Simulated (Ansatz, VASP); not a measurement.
# NbAs in two plane-wave programs

Wanted: the spread between two codes on one cell, functional and k mesh.

Program: Ansatz 0.2.0. Level of theory: plane waves, with VASP 6.6.1 beside it; single point at PBE, single point at r2SCAN and single point at LDA. Results are calculated unless marked as measured.

### Step 1. The structure

The structure is tetragonal, space group I4_1md (No. 109). The conventional cell has a = 3.452 Å, b = 3.452 Å, c = 11.680 Å, α = 90.00°, β = 90.00°, γ = 90.00°. Nb has 6 As at 2.60 to 2.63 Å nearest. Nearest to As lie 6 Nb at 2.60 to 2.63 Å. Farther neighbours are not listed.

### Step 2. Ansatz: single point, PBE

Ansatz runs on its default PAW (the set named soft_2) files.

With cell and atoms fixed, the geometry can't cause a difference; cores, projectors, grids and the points listed under the comparison can.

The input, input.yaml:

```yaml
crystal:
  lattice:
    - [-1.72585, 1.72585, 5.84]
    - [1.72585, -1.72585, 5.84]
    - [1.72585, 1.72585, -5.84]
  atoms:
    - { symbol: Nb, position: [0.5, 0.0, 0.5] }
    - { symbol: Nb, position: [0.75, 0.75, 0.0] }
    - { symbol: As, position: [0.916, 0.416, 0.5] }
    - { symbol: As, position: [0.166, 0.166, 0.0] }
hamiltonian:
  xc: pbe
  pseudopotentials: { kind: paw }
kpoints:
  mp_grid: { grid: [9, 9, 9] }
scf:
  occupations: { method: gaussian, width: 0.05 }
  n_extra_bands: 5
output:
  forces: true
  stress: true
  eigenvalues: true
```

On the command line:

```bash
> ansatz run input.yaml --threads 2 --pin off --max-ram 4608MiB --backend cpu --events-out ev --progress --plain --runs-dir out
```

Numbers of over 12 decimals in the logs are rounded to 6 here.

Output:

```text
basis.fft_grid_basis auto: the FFT boxes are laid along the combinations [[1, 0, 1], [0, 1, 1], [0, 0, 1]] of the cell's own vectors, 3.452, 3.452 and 6.330 Å long. The dense box has 24×24×45 points. Along the cell's own vectors, as sized, it would have 45×45×45, 3.52 times as many. Of the 8 symmetry operations that the crystal satisfies within crystal.symmetry.tolerance (time reversal apart; of a slab, those that ke [...]
scf.n_extra_bands = 5 over 28 filled bands (N_el = 56.0): the run solves 33 bands
Engine: ansatz 0.2.0, aarch64-unknown-linux-gnu
Pseudopotentials: kind: paw
Pseudopotential: Nb, paw, valence charge 13, recommended cutoff 420 eV (normal), Nb.paw.azcp
Pseudopotential: As, paw, valence charge 15, recommended cutoff 420 eV (normal), As.paw.azcp
Functional definition: PBE
  parameter kappa = 0.804
  parameter beta = 0.066725
  exchange = pbe_x(kappa = kappa, mu = beta*pi^2/3)
  correlation = pbe_c(beta = beta)
Crystal: 4 atoms, lattice volume = 69.579 Å³
Basis set: ecut = 420 eV, 1371 PW (Γ), FFT grids on a1+a3, a2+a3, a3, exchange–correlation on 48×48×90 points (8 copies of the dense FFT grid, shifted against one another)
Bands: 33, of which v1, the nominal top of the filled ones, is band 28 counted from 1 (27 counted from 0)
Symmetry: 8 space group operations
Space group: I41md (ITA 109), of the structure as read, at distance tolerance 4.1e-5 Å
k-points: 75 of 729 (time reversal used)
Non-local potential: Nb, projectors of the file, l = 0: 3, l = 1: 2, l = 2: 2, l = 3: 1
Non-local potential: As, projectors of the file, l = 0: 2, l = 1: 2, l = 2: 3, l = 3: 1
PAW form: soft (Blöchl's): semilocal exchange-correlation on the pseudo side does not see the compensation charge
PAW one-centre angular grid: Nb, 590 points (default); XC on 64 Gauss nodes
PAW one-centre angular grid: As, 590 points (default); XC on 64 Gauss nodes
Initial density: superposition of atomic densities (neutral atoms: chi_scale 0, normalization atom), corrected by the library's trained network
Initial wavefunctions: pseudopotential atomic-orbital guess
Functional: x = pbe(κ = 0.804, μ = 0.219515), c = pbe(β = 0.066725)
SCF iter   1: F=—  HF=-18819.576059 eV  |F-HF|=—  |Δ(HF+E_count)|=         —  Δρ=7.12e-3  dr2=2.39e-2  ethr=1.77e-3  ⟨swp⟩=5.9  Hψ=10001  notcnv=0
preconditioner: auto → Resta (q_TF=auto, 2.631 Å⁻¹)  ε∞=9.9  [insulator: Δε(μ)=0.082 eV  Ē_g=6.678 eV  σ=0.050 eV  W_gap=0.66  n_scr=24 (ndim 8)  ℏωp=19.9 eV  f_vac=0.000  D(μ)=1.00/eV (n_scr^D=2)  ε∞_Penn≈9.9]
SCF iter   2: F=—  HF=-18819.575291 eV  |F-HF|=—  |Δ(HF+E_count)|=   7.68e-4  Δρ=4.02e-3  dr2=6.71e-3  ethr=4.26e-5  ⟨swp⟩=1.1  Hψ=3086  notcnv=0  defer=5
SCF iter   3: F=—  HF=-18819.576183 eV  |F-HF|=—  |Δ(HF+E_count)|=   8.92e-4  Δρ=6.72e-4  dr2=2.29e-4  ethr=1.20e-5  ⟨swp⟩=2.9  Hψ=4264  notcnv=0  defer=5
SCF iter   4: F=—  HF=-18819.576126 eV  |F-HF|=—  |Δ(HF+E_count)|=   5.69e-5  Δρ=2.34e-4  dr2=4.16e-5  ethr=4.09e-7  ⟨swp⟩=2.0  Hψ=4287  notcnv=0  defer=5
SCF iter   5: F=—  HF=-18819.576123 eV  |F-HF|=—  |Δ(HF+E_count)|=   2.98e-6  Δρ=7.10e-5  dr2=3.45e-6  ethr=7.43e-8  ⟨swp⟩=2.0  Hψ=4289  notcnv=0  defer=5
SCF iter   6: F=—  HF=-18819.576123 eV  |F-HF|=—  |Δ(HF+E_count)|=   7.46e-8  Δρ=1.27e-5  dr2=1.21e-7  ethr=6.16e-9  ⟨swp⟩=3.0  Hψ=4444  notcnv=0  defer=5
SCF iter   7: F=-18819.576123 eV  HF=-18819.576123 eV  |F-HF|=4.51e-10  |Δ(HF+E_count)|=   1.01e-8  Δρ=2.47e-6  dr2=3.43e-9  ethr=1.79e-10  ⟨swp⟩=7.1  Hψ=8598  notcnv=0
SCF 1 converged in 7 iterations: F = -18819.576123 eV  dr2 = 3.43e-9
  greatest PAW one-centre occupation: 0.999 electrons in one spin orbital (limit 2), on the As atom at site 2 (counted from 0), in its partial waves of l = 2
SCF converged after 7 iterations
Free energy (F): -18819.576123 eV
Harris-Foulkes:  -18819.576123 eV  (|F-HF|=4.51e-10)
Internal energy: -18819.574941 eV  (E = F + TS)
E sigma→0 (E₀):  -18819.575532 eV
Entropy (-TS):   -0.001182 eV (-0.295 meV/atom)
Fermi energy:    16.343007 eV
--- Per-component energies (eV) ---
  E_band       = -484.174561
  E_kinetic    = 999.058324
  E_local      = -4331.983626  (includes V_loc(G=0)·N_el)
  E_nonlocal   = -1101.127039
  E_hartree    = 2145.472124
  E_xc         = -512.206814
  E_vxc        = -588.362202  (∫ρ·V_xc dr)
  E_paw        = -9818.536019  (= ΣΔE_a)
  E_vpaw       = 247.295885  (= ΣTr[D̂ρ^β])
  E_aug_tail   = 0.000027  (compensation charges beyond the density's cutoff)
  E_ewald      = -6200.251917
  E_smearing   = -0.001182  (= −TS)
  E_closure    = 0.000000  (closes the sum)
  Σ components = -18819.576123   (vs F -18819.576123, Δ=0.00e0)
--- Forces (eV/Å), atoms counted from 1 ---
  atom   1  Nb     0.00000000     0.00000000    -0.29240037
  atom   2  Nb    -0.00000000    -0.00000000    -0.29240037
  atom   3  As     0.00000000    -0.00000000     0.29239783
  atom   4  As    -0.00000000     0.00000000     0.29239783
  max |Σ_I F_I| component: 5.08e-6 eV/Å
--- Stress (GPa, compression-positive) ---
        3.027843       0.000000      -0.000000
        0.000000       3.027843      -0.000000
       -0.000000       0.000000       3.844495
  P = ⅓ Tr σ = 3.3001 GPa (33.001 kbar)
--- Band table (eV; the first three rows and the last of 75) ---
  k-point 0: bands = [... 24 lower, 14.2760, 14.6361, 14.9216, 14.9216, 17.0291, 17.6046, 18.7185, 19.3143, ... 1 higher]
  k-point 1: bands = [... 24 lower, 13.9231, 14.5276, 15.1121, 15.2717, 16.6448, 17.0963, 18.7501, 18.8349, ... 1 higher]
  k-point 2: bands = [... 24 lower, 13.3650, 14.5888, 15.4812, 15.7235, 16.4048, 17.0169, 18.1065, 19.0628, ... 1 higher]
  k-point 74: bands = [... 24 lower, 13.6664, 14.2452, 15.1921, 15.9411, 16.9603, 17.9368, 17.9732, 18.3320, ... 1 higher]
```

The job ended after 13 s (2 threads of Arm Neoverse N1, shared host; peak memory 0.38 GiB).

The column dr2 measures how far the density is from self-consistency, as an energy; F and HF (Harris–Foulkes) agree once it is small.

The run ends at a pressure of 3.30 GPa, with forces up to 0.29 eV/Å.

### Step 3. VASP: single point, PBE

The same cell, functional, mesh and smearing now go to VASP, with its own data sets and cutoff.

Lines of VASP's logs that name or quote its potential files are left out, and so is its time.

The input, INCAR:

```
SYSTEM = NbAs
PREC = Accurate
ENCUT = 400
EDIFF = 1E-07
NELM = 100
ISMEAR = 0
SIGMA = 0.05
LREAL = .FALSE.
ALGO = Normal
GGA = PE
NBANDS = 24
LASPH = .TRUE.
LORBIT = 11
LWAVE = .FALSE.
LCHARG = .FALSE.
KPAR = 4
```

The input, POSCAR:

```
NbAs
1.0
   -1.7258500000      1.7258500000      5.8400000000
    1.7258500000     -1.7258500000      5.8400000000
    1.7258500000      1.7258500000     -5.8400000000
Nb As
2 2
Direct
    0.5000000000      0.0000000000      0.5000000000
    0.7500000000      0.7500000000      0.0000000000
    0.9160000000      0.4160000000      0.5000000000
    0.1660000000      0.1660000000      0.0000000000
```

The input, KPOINTS:

```
Automatic mesh
0
Gamma
9 9 9
0 0 0
```

The projector-augmented-wave data sets are Nb_sv and As (PBE family, release 64).

On the command line:

```bash
> mpirun -np 4 vasp_std
```

Output:

```text
[banner, memory and clock lines left out]
running    4 mpi-ranks, on    1 nodes
 distrk:  each k-point on    1 cores,    4 groups
 distr:  one band on    1 cores,    1 groups

 POSCAR found type information on POSCAR NbAs
 POSCAR found :  2 types and       4 ions
 LDA part: xc-table for (Slater+PW92), standard interpolation
 POSCAR, INCAR and KPOINTS ok, starting setup
 FFT: planning ... GRIDC
 FFT: planning ... GRID_SOFT
 FFT: planning ... GRID
 WAVECAR not read
 entering main loop
       N       E                     dE             d eps       ncg     rms          rms(c)
DAV:   1     0.290764490242E+03    0.29076E+03   -0.16961E+04  3648   0.122E+03
DAV:   2    -0.101961949452E+02   -0.30096E+03   -0.29421E+03  4456   0.449E+02
DAV:   3    -0.331681289339E+02   -0.22972E+02   -0.22775E+02  6680   0.914E+01
DAV:   4    -0.343832350341E+02   -0.12151E+01   -0.12115E+01  5192   0.188E+01
DAV:   5    -0.344235422290E+02   -0.40307E-01   -0.40297E-01  6040   0.351E+00    0.113E+01
DAV:   6    -0.325148181070E+02    0.19087E+01   -0.86407E+00  5384   0.185E+01    0.319E+00
DAV:   7    -0.325105869526E+02    0.42312E-02   -0.41024E-01  5648   0.357E+00    0.198E+00
DAV:   8    -0.325039302048E+02    0.66567E-02   -0.62864E-02  5448   0.151E+00    0.382E-01
DAV:   9    -0.325041461040E+02   -0.21590E-03   -0.59346E-03  6064   0.505E-01    0.232E-01
DAV:  10    -0.325043338311E+02   -0.18773E-03   -0.10592E-03  4688   0.305E-01    0.318E-02
DAV:  11    -0.325043203103E+02    0.13521E-04   -0.77208E-05  6152   0.606E-02    0.143E-02
DAV:  12    -0.325043156125E+02    0.46978E-05   -0.11836E-05  5280   0.297E-02    0.438E-03
DAV:  13    -0.325043151998E+02    0.41270E-06   -0.47671E-07  4640   0.499E-03    0.231E-03
DAV:  14    -0.325043149549E+02    0.24490E-06   -0.82725E-08  3424   0.239E-03    0.475E-04
DAV:  15    -0.325043150098E+02   -0.54918E-07   -0.39393E-08  3480   0.189E-03
   1 F= -.32504315E+02 E0= -.32503732E+02  d E =-.116606E-02
```

OUTCAR, selected parts (step 3):

```text
ion  position               nearest neighbor table
   1  0.500  0.000  0.500-   4 2.60   4 2.60   3 2.63   3 2.63   3 2.63   3 2.63
   2  0.750  0.750  0.000-   3 2.60   3 2.60   4 2.63   4 2.63   4 2.63   4 2.63
   3  0.916  0.416  0.500-   2 2.60   2 2.60   1 2.63   1 2.63   1 2.63   1 2.63
   4  0.166  0.166  0.000-   1 2.60   1 2.60   2 2.63   2 2.63   2 2.63   2 2.63

  LATTYP: Found a body centered tetragonal cell.
 ALAT       =     3.4517000000
 C/A-ratio  =     3.3838398470

 Subroutine GETGRP returns: Found  8 space group operations
 (whereof  4 operations were pure point group operations)

The static configuration has the point symmetry C_2v.
 The point group associated with its full space group is C_4v.

 Found     75 irreducible k-points:

   k-points           NKPTS =     75   k-points in BZ     NKDIM =     75   number of bands    NBANDS=     24

   dimension x,y,z NGX =    42 NGY =   42 NGZ =   42
   dimension x,y,z NGXF=    84 NGYF=   84 NGZF=   84

   ENCUT  =  400.0 eV  29.40 Ry    5.42 a.u.  10.32 10.32 10.32*2*pi/ulx,y,z

   NELECT =      36.0000    total number of electrons

 k-points in reciprocal lattice and weights: Automatic mesh
   0.00000000  0.00000000  0.00000000       0.001
   0.11111111  0.00000000 -0.00000000       0.011
   0.22222222  0.00000000 -0.00000000       0.011
   0.33333333  0.00000000 -0.00000000       0.011
   0.44444444  0.00000000 -0.00000000       0.011
   0.11111111  0.11111111 -0.00000000       0.011
   0.22222222  0.11111111 -0.00000000       0.022
   0.33333333  0.11111111 -0.00000000       0.022
   0.44444444  0.11111111 -0.00000000       0.022
[...]
-0.44444444  0.44444444  0.44444444       0.005
  -0.44444444 -0.44444444  0.44444444       0.003

 average (electrostatic) potential at core
       1 -79.2914       2 -79.2914       3 -44.9292       4 -44.9292

 E-fermi :   9.6814

 k-point     1 :       0.0000    0.0000    0.0000
  band No.  band energies     occupation
    ...
     14       7.3950      2.00000
     15       7.6102      2.00000
     16       7.9731      2.00000
     17       8.2637      2.00000
     18       8.2637      2.00000
     19      10.3669      0.00000
     20      10.9424      0.00000
     21      12.0591      0.00000
     22      12.6583      0.00000
     23      12.6583      0.00000
    ...

 k-point     2 :       0.1111    0.0000   -0.0000
  band No.  band energies     occupation
    ...
     14       7.2769      2.00000
     15       7.6454      2.00000
     16       7.8816      2.00000
     17       8.2094      2.00000
     18       8.4719      2.00000
     19      10.1901      0.00000
     20      10.7409      0.00000
     21      11.8078      0.00000
     22      12.4255      0.00000
     23      12.8842      0.00000
    ...

 k-point     3 :       0.2222    0.0000   -0.0000
  band No.  band energies     occupation
    ...
     14       7.0106      2.00000
     15       7.8796      2.00000
     16       7.9559      2.00000
     17       8.0070      2.00000
     18       8.9372      2.00000
     19       9.9499      0.00000
     20      10.5986      0.00000
     21      11.1767      0.00000
     22      12.0988      0.00000
     23      12.5091      0.00000
    ...

  Total        1.2261951      1.2261951      1.5595452      0.0000000      0.0000000      0.0000000
  in kB       28.2352225     28.2352225     35.9111740      0.0000000      0.0000000      0.0000000
  external PRESSURE =      30.7938730 kB  Pullay stress =       0.0000000 kB

  energy-cutoff  :      400.00
  volume of cell :       69.58
      direct lattice vectors                 reciprocal lattice vectors
    -1.725850000  1.725850000  5.840000000     0.000000000  0.289712316  0.085616438
     1.725850000 -1.725850000  5.840000000     0.289712316  0.000000000  0.085616438
     1.725850000  1.725850000 -5.840000000     0.289712316  0.289712316  0.000000000

 POSITION                                       TOTAL-FORCE (eV/Angst)
 -----------------------------------------------------------------------------------
      0.00000      1.72585      0.00000        -0.000000     -0.000000     -0.294420
      0.00000      0.00000      8.76000         0.000000      0.000000     -0.294420
      0.00000      1.72585      4.85888        -0.000000     -0.000000      0.294420
      0.00000      0.00000      1.93888         0.000000      0.000000      0.294420
 -----------------------------------------------------------------------------------
    total drift:                               -0.000000     -0.000000     -0.000042

  FREE ENERGIE OF THE ION-ELECTRON SYSTEM (eV)
  ---------------------------------------------------
  free  energy   TOTEN  =       -32.5043150098 eV

  energy  without entropy=      -32.5031489455  energy(sigma->0) =      -32.50373198

 total charge
# of ion       s       p       d       tot
------------------------------------------
    1        2.147   6.014   2.494  10.655
    2        2.147   6.014   2.494  10.655
    3        1.200   1.646   0.075   2.920
    4        1.200   1.646   0.075   2.920
--------------------------------------------------
tot          6.692  15.319   5.139  27.150

[... 3 further parts left out ...]
```

The run ends at a pressure of 3.08 GPa, with forces up to 0.29 eV/Å.

### Step 4. Comparison

Known differences besides the potentials themselves: the data sets hold 56 valence electrons in Ansatz (default PAW (the set named soft_2) files) and 36 in VASP; the cutoff is 420 eV in Ansatz and 400 eV in VASP. Total energies have different zeros and are not compared.

The two programs side by side:

| quantity | Ansatz | VASP | difference |
| --- | --- | --- | --- |
| pressure (GPa) | 3.30 | 3.08 | +0.22 |

Forces (eV/Å; atoms numbered as in POSCAR):

| atom | Ansatz x, y, z | VASP x, y, z |
| --- | --- | --- |
| Nb1 | 0.000, 0.000, -0.292 | 0.000, 0.000, -0.294 |
| Nb2 | 0.000, 0.000, -0.292 | 0.000, 0.000, -0.294 |
| As3 | 0.000, 0.000, 0.292 | 0.000, 0.000, 0.294 |
| As4 | 0.000, 0.000, 0.292 | 0.000, 0.000, 0.294 |

The forces differ by 1.2 meV/Å r.m.s., which is 0.7 % of the r.m.s. force of 0.17 eV/Å (both taken over all components).

### Step 5. VASP: single point, r2SCAN

A single point gives forces, pressure and levels at one fixed geometry, so differences don't come from the geometry; what else differs is listed under the comparison.

The input, INCAR:

```
SYSTEM = NbAs
PREC = Accurate
ENCUT = 400
EDIFF = 1E-07
NELM = 100
ISMEAR = 0
SIGMA = 0.05
LREAL = .FALSE.
ALGO = Normal
METAGGA = R2SCAN
LASPH = .TRUE.
NBANDS = 52
LWAVE = .FALSE.
LCHARG = .FALSE.
KPAR = 4
LOPTICS = .TRUE.
NEDOS = 2000
CSHIFT = 0.15
```

POSCAR is that of step 3.

The input, KPOINTS:

```
Automatic mesh
0
Gamma
13 13 13
0 0 0
```

On the command line:

```bash
> mpirun -np 4 vasp_std
```

Output:

```text
[banner, memory and clock lines left out]
running    4 mpi-ranks, on    1 nodes
[...]
|                                                                             |
|               ----> ADVICE to this user running VASP <----                  |
|                                                                             |
|     You enforced a specific xc type in the INCAR file but a different       |
|     [... a line on the potential file left out ...]
|     I HOPE YOU KNOW WHAT YOU ARE DOING!                                     |
|                                                                             |

 LDA part: xc-table for (None), standard interpolation
 POSCAR, INCAR and KPOINTS ok, starting setup
[...]
entering main loop
       N       E                     dE             d eps       ncg     rms          rms(c)
DAV:   1     0.268261878378E+03    0.26826E+03   -0.14424E+04 20440   0.579E+02
DAV:   2    -0.729999753769E+02   -0.34126E+03   -0.32215E+03 22408   0.237E+02
DAV:   3    -0.961860364353E+02   -0.23186E+02   -0.22247E+02 35632   0.510E+01
DAV:   4    -0.971289101152E+02   -0.94287E+00   -0.92629E+00 28176   0.831E+00
[...]
DAV:  13    -0.822648988347E+02    0.21162E-05   -0.22275E-06 23864   0.782E-03    0.197E-03
DAV:  14    -0.822648986164E+02    0.21825E-06   -0.19252E-07 22332   0.177E-03    0.996E-04
DAV:  15    -0.822648987008E+02   -0.84384E-07   -0.28859E-08 13376   0.779E-04
   1 F= -.82264899E+02 E0= -.82264537E+02  d E =-.722561E-03
 optical routines
 imaginary and real dielectric function
 direction            1
 direction            2
 direction            3
```

OUTCAR, selected parts (step 5):

```text
  Total        0.4655768      0.4655768      1.1790526      0.0000000      0.0000000      0.0000000
  in kB       10.7206958     10.7206958     27.1496867      0.0000000      0.0000000      0.0000000
  external PRESSURE =      16.1970261 kB  Pullay stress =       0.0000000 kB

 POSITION                                       TOTAL-FORCE (eV/Angst)
 -----------------------------------------------------------------------------------
      0.00000      1.72585      0.00000        -0.000000      0.000000     -0.278832
      0.00000      0.00000      8.76000         0.000000     -0.000000     -0.278832
      0.00000      1.72585      4.85888        -0.000000      0.000000      0.278832
      0.00000      0.00000      1.93888         0.000000     -0.000000      0.278832
 -----------------------------------------------------------------------------------
    total drift:                               -0.000001     -0.000001     -0.000151

  FREE ENERGIE OF THE ION-ELECTRON SYSTEM (eV)
  ---------------------------------------------------
  free  energy   TOTEN  =       -82.2648987008 eV

  energy  without entropy=      -82.2641761395  energy(sigma->0) =      -82.26453742

[... 1 part as in an earlier step ...]

[... 2 further parts left out ...]
[key lines of the parts left out:]
E-fermi :   9.6505
```

The intraband (Drude) part is not in this spectrum.

### Step 6. Ansatz: single point, r2SCAN

The same cell, functional, mesh and smearing now go to Ansatz, which takes its cutoff from its data sets.

input.yaml: that of step 2 with these lines changed.

```diff
@@ -11,6 +11,6 @@
 hamiltonian:
-  xc: pbe
+  xc: r2scan
   pseudopotentials: { kind: paw }
 kpoints:
-  mp_grid: { grid: [9, 9, 9] }
+  mp_grid: { grid: [13, 13, 13] }
 scf:
```

On the command line:

```bash
> ansatz run input.yaml --threads 2 --pin off --max-ram 4608MiB --backend cpu --events-out ev --progress --plain --runs-dir out
```

Output:

```text
[...]
Crystal: 4 atoms, lattice volume = 69.579 Å³
Basis set: ecut = 500 eV, 1785 PW (Γ), FFT grids on a1+a3, a2+a3, a3, exchange–correlation on 108×108×192 points (64 copies of the dense FFT grid, shifted against one another)
Bands: 33, of which v1, the nominal top of the filled ones, is band 28 counted from 1 (27 counted from 0)
Symmetry: 8 space group operations
[...]
k-point 0: bands = [... 24 lower, 14.1820, 14.5503, 14.7740, 14.7740, 17.0646, 17.6733, 18.8506, 19.4111, ... 1 higher]
  k-point 1: bands = [... 24 lower, 13.9503, 14.3027, 14.8622, 15.0483, 16.8397, 17.4046, 18.8216, 19.1467, ... 1 higher]
  k-point 2: bands = [... 24 lower, 13.5460, 14.4911, 15.2483, 15.4171, 16.5923, 16.7808, 18.6327, 18.9876, ... 1 higher]
  k-point 195: bands = [... 24 lower, 13.5276, 13.9728, 15.2880, 15.7292, 17.1661, 17.7522, 18.1790, 18.3629, ... 1 higher]
[key lines of the parts left out:]
SCF converged after 8 iterations
Free energy (F): -18859.577387 eV
Fermi energy:    16.319294 eV
P = ⅓ Tr σ = 1.9326 GPa (19.326 kbar)
```

Run time: 93 s. Hardware: 2 threads; peak memory 0.73 GiB.

The run ends at a pressure of 1.93 GPa, with forces up to 0.28 eV/Å.

(Continued in part 2 of 2.)

[Lines on the potential files, build, host, timing and source positions are cut from VASP's logs without a mark.]

[Logs are printed without paths, hosts, clocks, repeated set-up lines and the standing remarks that a program may print on its own settings, such as how far it seeks lower states.]

[Hosts, paths, dates, database ids (printed as entryN), source tags and the programs' standing remarks are cut or masked in the printed files.]
